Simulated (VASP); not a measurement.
# Titanium: formation energy of Ta on the Ti site, part 3 of 4

Aim: the formation energy and local structure of Ta on the Ti site in Titanium. The start is a cell from a database of measured crystal structures.

VASP 6.6.1, plane waves and PAW; the level of theory is named at each step.

Still holding for the runs below: The k-mesh is coarse for a metal.

So far. Step 2 (The host at zero pressure): The run ended after 6 ionic steps, 0.017 eV below its first step, once forces and stress met EDIFFG = -0.02. Step 3 (The supercell without the defect): The host is treated as a metal, as its relaxation found a gap under 0.3 eV or none, and only the neutral defect is run.

## Step 4: Reference Ta

This step: r2SCAN; plane waves and PAW (Ta) (VASP 6.6.1).

System of this step: Ta. It takes space group Im-3m (No. 229, cubic). Conventional cell: a = 3.310 Å, b = 3.310 Å, c = 3.310 Å, α = 90.00°, β = 90.00°, γ = 90.00°. Nearest to Ta lie 8 Ta at 2.87 Å.

The reference for Ta is its crystal, relaxed at the cutoff of the large cell.

File INCAR:

```
SYSTEM = Ta
PREC = Normal
ENCUT = 300
EDIFF = 1E-05
NELM = 120
ISMEAR = 1
SIGMA = 0.1
LREAL = Auto
ALGO = Normal
METAGGA = R2SCAN
LASPH = .TRUE.
NBANDS = 8
LORBIT = 11
LWAVE = .FALSE.
LCHARG = .FALSE.
KPAR = 4
IBRION = 2
NSW = 25
ISIF = 3
EDIFFG = -0.02
POTIM = 0.4
```

File POSCAR:

```
Ta
1.0
   -1.6550000000      1.6550000000      1.6550000000
    1.6550000000     -1.6550000000      1.6550000000
    1.6550000000      1.6550000000     -1.6550000000
Ta
1
Direct
    0.0000000000      0.0000000000      0.0000000000
```

File KPOINTS:

```
Automatic mesh
0
Gamma
11 11 11
0 0 0
```

The projector-augmented-wave data sets are Ta (PBE family, release 64).

On the command line:

```
$ mpirun -np 4 vasp_std
```

Log:

```text
[banner, memory and clock lines left out]
running    4 mpi-ranks, on    1 nodes
 distrk:  each k-point on    1 cores,    4 groups
 distr:  one band on    1 cores,    1 groups

 POSCAR found type information on POSCAR Ta
 POSCAR found :  1 types and       1 ions
|                                                                             |
|               ----> ADVICE to this user running VASP <----                  |
|                                                                             |
|     You have a (more or less) 'small supercell' and for smaller cells       |
|     it is recommended to use the reciprocal-space projection scheme!        |
|     The real-space optimization is not efficient for small cells and it     |
|     is also less accurate ...                                               |
|     Therefore, set LREAL=.FALSE. in the INCAR file.                         |
|                                                                             |

 [... a notice as in an earlier step ...]

 LDA part: xc-table for (None), standard interpolation
 POSCAR, INCAR and KPOINTS ok, starting setup
 FFT: planning ... GRIDC
 FFT: planning ... GRID_SOFT
 FFT: planning ... GRID
 WAVECAR not read
 entering main loop
       N       E                     dE             d eps       ncg     rms          rms(c)
DAV:   1    -0.423119964730E+02   -0.42312E+02   -0.14400E+03   992   0.291E+02
DAV:   2    -0.483778327969E+02   -0.60658E+01   -0.57713E+01  1320   0.473E+01
DAV:   3    -0.484034242093E+02   -0.25591E-01   -0.25589E-01  1016   0.395E+00
DAV:   4    -0.484034427121E+02   -0.18503E-04   -0.18503E-04  1472   0.824E-02
DAV:   5    -0.484034427174E+02   -0.53115E-08   -0.58625E-08   992   0.878E-04    0.123E+01
DAV:   6    -0.487198742140E+02   -0.31643E+00   -0.91795E-02  1344   0.182E+00    0.719E+00
DAV:   7    -0.486191615040E+02    0.10071E+00   -0.31475E-01  1256   0.320E+00    0.160E+00
DAV:   8    -0.486179457752E+02    0.12157E-02   -0.10793E-02  1040   0.634E-01    0.180E-01
DAV:   9    -0.486181844483E+02   -0.23867E-03   -0.19253E-03  1064   0.221E-01    0.925E-02
DAV:  10    -0.486181584335E+02    0.26015E-04   -0.16343E-05  1080   0.323E-02    0.652E-02
DAV:  11    -0.486181276212E+02    0.30812E-04   -0.45274E-05  1040   0.369E-02    0.421E-03
DAV:  12    -0.486181293931E+02   -0.17719E-05   -0.34664E-07   480   0.385E-03
   1 F= -.48618129E+02 E0= -.48618048E+02  d E =-.486181E+02
 curvature:   0.00 expect dE= 0.000E+00 dE for cont linesearch  0.000E+00
 trial: gam= 0.00000 g(F)=  0.378E-61 g(S)=  0.305E-01 ort = 0.000E+00 (trialstep = 0.100E+01)
 search vector abs. value=  0.305E-01
 bond charge predicted
       N       E                     dE             d eps       ncg     rms          rms(c)
DAV:   1    -0.486072824647E+02    0.10845E-01   -0.78061E-01   920   0.668E+00    0.169E+00
DAV:   2    -0.486099202186E+02   -0.26378E-02   -0.40719E-03  1176   0.426E-01    0.950E-01
DAV:   3    -0.486079031920E+02    0.20170E-02   -0.38408E-03   968   0.310E-01    0.862E-02
DAV:   4    -0.486079081843E+02   -0.49923E-05   -0.26730E-05  1048   0.381E-02
   2 F= -.48607908E+02 E0= -.48608341E+02  d E =0.102212E-01
 trial-energy change:    0.010221  1 .order    0.011358   -0.030537    0.053252
 step:   0.3837(harm=  0.3645)  dis= 0.00000  next Energy=   -48.624052 (dE=-0.592E-02)
 bond charge predicted
       N       E                     dE             d eps       ncg     rms          rms(c)
DAV:   1    -0.486234506016E+02   -0.15547E-01   -0.28803E-01   944   0.397E+00    0.107E+00
DAV:   2    -0.486249398961E+02   -0.14893E-02   -0.19475E-03  1128   0.286E-01    0.589E-01
DAV:   3    -0.486240939075E+02    0.84599E-03   -0.15067E-03   952   0.192E-01    0.386E-02
DAV:   4    -0.486241028506E+02   -0.89431E-05   -0.91723E-06   976   0.227E-02
   3 F= -.48624103E+02 E0= -.48624084E+02  d E =-.597346E-02
 curvature:  -0.18 expect dE=-0.542E-06 dE for cont linesearch -0.542E-06
 trial: gam=-0.00978 g(F)=  0.918E-60 g(S)=  0.298E-05 ort = 0.302E-03 (trialstep = 0.877E+00)
 search vector abs. value=  0.390E-09
 reached required accuracy - stopping structural energy minimisation
```

It took 6 s on 4 MPI ranks of Intel Xeon 6975P-C (Granite Rapids), shared host; peak memory 0.36 GiB.

Parts of OUTCAR (step 4):

```text
  LATTYP: Found a body centered cubic cell.
 ALAT       =     3.3100000000

 Subroutine GETGRP returns: Found 48 space group operations
 (whereof 48 operations were pure point group operations)

The static configuration has the point symmetry O_h .

 Found     56 irreducible k-points:

   k-points           NKPTS =     56   k-points in BZ     NKDIM =     56   number of bands    NBANDS=      8

   dimension x,y,z NGX =    12 NGY =   12 NGZ =   12
   dimension x,y,z NGXF=    24 NGYF=   24 NGZF=   24

   ENCUT  =  300.0 eV  22.05 Ry    4.70 a.u.   4.05  4.05  4.05*2*pi/ulx,y,z

   NELECT =       5.0000    total number of electrons

 E-fermi :   5.6881

 k-point     1 :       0.0000    0.0000    0.0000
  band No.  band energies     occupation
      1      -2.6415      2.00000
      2       6.5551     -0.00000
      3       6.5551     -0.00000
      4       6.5552     -0.00000
      5      10.0769      0.00000
      6      10.0769      0.00000
    ...

 k-point     2 :       0.0909    0.0000    0.0000
  band No.  band energies     occupation
      1      -2.2604      2.00000
      2       6.3016     -0.00000
      3       6.4624     -0.00000
      4       6.9335     -0.00000
      5       9.7000      0.00000
      6      10.0765      0.00000
    ...

  Total       -0.0050714     -0.0050714     -0.0050714      0.0000000     -0.0000000     -0.0000000
  in kB       -0.4584954     -0.4584954     -0.4584954      0.0000000     -0.0000000     -0.0000000
  external PRESSURE =      -0.4584954 kB  Pullay stress =       0.0000000 kB

  energy-cutoff  :      300.00
  volume of cell :       17.72
      direct lattice vectors                 reciprocal lattice vectors
    -1.642413742  1.642413742  1.642413742     0.000000000  0.304429991  0.304429991
     1.642413742 -1.642413742  1.642413742     0.304429991  0.000000000  0.304429991
     1.642413742  1.642413742 -1.642413742     0.304429991  0.304429991  0.000000000

 POSITION                                       TOTAL-FORCE (eV/Angst)
 -----------------------------------------------------------------------------------
      0.00000     -0.00000      0.00000        -0.000000      0.000000     -0.000000
 -----------------------------------------------------------------------------------
    total drift:                               -0.000000     -0.000000      0.000000

  FREE ENERGIE OF THE ION-ELECTRON SYSTEM (eV)
  ---------------------------------------------------
  free  energy   TOTEN  =       -48.6241028506 eV

  energy  without entropy=      -48.6240472630  energy(sigma->0) =      -48.62408432

 total charge
# of ion       s       p       d       tot
------------------------------------------
    1        0.670   0.737   3.425   4.832

[... 1 part as in an earlier step ...]

[... 7 further parts left out ...]
```

CONTCAR:

```
Ta
   1.00000000000000
    -1.6424137417990321    1.6424137417990321    1.6424137417990321
     1.6424137417990321   -1.6424137417990321    1.6424137417990321
     1.6424137417990321    1.6424137417990321   -1.6424137417990321
  Ta
     1
Direct
     0.0000000000000000    0.0000000000000000    0.0000000000000000
```

This run has no spin polarisation. Its electron count is odd, so without a moment it is a metal by construction. The data set Ta keeps the semicore shell frozen, which is cheaper and a little less accurate. The run keeps the 48 symmetry operations of its start, so it cannot find a distortion of lower symmetry.

The steps of the relaxation:

| step | energy less that of the first step (eV) | largest force (eV/Å) | pressure (GPa) | volume (Å³) |
| --- | --- | --- | --- | --- |
| 1 | 0.0000 | 0.0000 | -4.54 | 18.13 |
| 2 | 0.0102 | 0.0000 | 8.40 | 17.08 |
| 3 | -0.0060 | 0.0000 | -0.05 | 17.72 |

| conventional cell, symmetrised | before | after | change |
| --- | --- | --- | --- |
| a (Å) | 3.310 | 3.285 | -0.8 % |
| b (Å) | 3.310 | 3.285 | -0.8 % |
| c (Å) | 3.310 | 3.285 | -0.8 % |
| volume (Å³/atom) | 18.13 | 17.72 | -2.3 % |

Final coordinates:

```cif
data_structure
_symmetry_space_group_name_H-M 'P 1'
_symmetry_Int_Tables_number 1
_cell_length_a 2.8447
_cell_length_b 2.8447
_cell_length_c 2.8447
_cell_angle_alpha 109.471
_cell_angle_beta 109.471
_cell_angle_gamma 109.471
_cell_volume 17.72
loop_
_atom_site_label
_atom_site_type_symbol
_atom_site_fract_x
_atom_site_fract_y
_atom_site_fract_z
_atom_site_occupancy
Ta1 Ta 0.00000 0.00000 0.00000 1
```

Numbers from this step:

* electronic cycles: 20
* electrons: 5
* free energy (TOTEN): -48.62 eV
* Fermi energy: 5.688 eV

The run ended after 3 ionic steps, 0.006 eV below its first step, once forces and stress met EDIFFG = -0.02.

Energy at zero smearing: -48.62408 eV.

[end of part 3 of 4]

[Lines on the potential files, build, host, timing and source positions are cut from VASP's logs without a mark.]

[Logs are printed without paths, hosts, clocks, repeated set-up lines and the standing remarks that a program may print on its own settings, such as how far it seeks lower states.]

[Hosts, paths, dates, database ids (printed as entryN), source tags and the programs' standing remarks are cut or masked in the printed files.]

[In band tables of VASP the shares of atoms and orbitals are scaled to a sum of 1 inside the atoms' spheres.]

[Runs that stopped without an error message from VASP are left out.]
